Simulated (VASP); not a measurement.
Energy against volume of Sc (hcp). Method: RPBE GGA, VASP's PBE PAW potentials (set 64) (plane waves; VASP). Settings: 520 eV cut-off, 12×12×7 Γ-centred mesh, first-order Methfessel-Paxton smearing of 0.10 eV, potentials Sc_sv.

Shape and ions are relaxed at each volume.

| V (Å³/atom) | E (eV/atom) |
|---|---|
| 24.059 | -5.92428 |
| 24.827 | -5.93694 |
| 25.595 | -5.94108 |
| 26.363 | -5.93779 |

Task: Fit these four points and predict the energy of the run at 27.131 Å³/atom.

Result: A cubic in V^(−2/3), the third-order Birch-Murnaghan form, passes through the four points with V0 = 25.62 Å³/atom and B0 = 51 GPa, and gives -5.9280 eV/atom there. The run gave -5.9280 eV/atom, -0.0 meV/atom from the fit; all five points give B0 = 51 GPa.

The compound is Sc in the hcp structure. It was relaxed first.
